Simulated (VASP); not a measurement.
Input for VASP

KPOINTS:
```
Automatic mesh
0
Gamma
7 7 1
0 0 0
```

**POSCAR**
```
Nb
33.8736780
  0.0979412392   0.0000000000   0.0000000000
  0.0000000000   0.0979412392   0.0000000000
  0.0000000000   0.0000000000   0.5000000000
Nb
4
Direct
  0.9904320000   0.0136480000   0.4488340000
  0.4953810000   0.4834030000   0.3542570000
  0.0168550000   0.9875530000   0.6457430000
  0.4973310000   0.5153960000   0.5480460000
```

INCAR:
```
ALGO = Normal
EDIFF = 1E-6
ENCUT = 300
ISIF = 2
ISMEAR = 0
LASPH = T
LCHARG = F
LMAXMIX = 4
LREAL = F
LWAVE = F
NELM = 100
PREC = Accurate
SIGMA = 0.272
SYSTEM = Nb
```

POTCAR, in this order: Nb_sv (LDA.64 set). Program: vasp_std.

Q: Translate this LDA calculation to Quantum ESPRESSO's pw.x.

A: One equivalent input (not run):
```
&CONTROL
  calculation = 'scf'
  pseudo_dir = './pseudo'
  outdir = './out'
  tprnfor = .true.
  tstress = .true.
/
&SYSTEM
  ibrav = 0
  nat = 4
  ntyp = 1
  ecutwfc = 82
  occupations = 'smearing'
  smearing = 'gaussian'
  degauss = 0.01999
  input_dft = 'pz'
/
&ELECTRONS
  conv_thr = 7.3e-08
  electron_maxstep = 100
/
ATOMIC_SPECIES
  Nb 92.906 Nb.upf
CELL_PARAMETERS angstrom
     3.3176300    0.0000000    0.0000000
     0.0000000    3.3176300    0.0000000
     0.0000000    0.0000000   16.9368390
ATOMIC_POSITIONS crystal
  Nb   0.9904320  0.0136480  0.4488340
  Nb   0.4953810  0.4834030  0.3542570
  Nb   0.0168550  0.9875530  0.6457430
  Nb   0.4973310  0.5153960  0.5480460
K_POINTS automatic
  7 7 1 0 0 0
```
What does not carry over: the potentials are each code's own (VASP's PAW set, PseudoDojo norm-conserving files in pw.x), so ENCUT and ecutwfc are chosen apart and not converted; conv_thr bounds pw.x's estimated SCF error, while EDIFF bounds the energy change between steps.

The cell is a sheet with vacuum, built from a database entry that may be metastable or hypothetical.
